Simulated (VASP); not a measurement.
The system is Hf.

```xyz
2
Lattice="3.1967 0.0000 0.0000 -1.5983 2.7684 0.0000 0.0000 0.0000 5.0578" Properties=species:S:1:pos:R:3 pbc="T T T"
Hf    0.0000    1.8456    1.2645
Hf    1.5984    0.9228    3.7934
```

```yaml
Program: VASP 6.6.1
Task: relaxation of cell and atoms
Functional: PBE
Dispersion: D3(BJ)
Potentials_or_basis: VASP PAW PBE potentials, release 64 (Hf_pv)
Cutoff: 600 eV
k_mesh: 15 × 15 × 7
Occupations: methfessel-paxton, width 0.1 eV
Spin: no spin polarisation
```

At the start: pressure -3.1 GPa; volume 22.38 Å³/atom.

Problem. Where does the relaxation end?

Solution. Over 3 steps the energy falls by 6.3 meV/atom and the volume is 21.75 Å³/atom (-2.8 %); space group P6_3/mmc (No. 194, to 0.05 Å).

Step by step:
```
step  energy change (eV)  largest force (eV/Å)  pressure (GPa)  volume (Å³)
   1              0.0000                0.0000           -3.10        44.76
   2              0.0063                0.0000            4.20        42.01
   3             -0.0126                0.0000           -0.02        43.50
```

Final structure:
```
CELL_PARAMETERS angstrom
3.16703 0.00000 0.00000
-1.58351 2.74273 0.00000
0.00000 0.00000 5.00790
ATOMIC_POSITIONS crystal
Hf 0.33333 0.66667 0.25000
Hf 0.66667 0.33333 0.75000
```

Caveat: pairwise dispersion overbinds metals, which lowers pressure and volume.
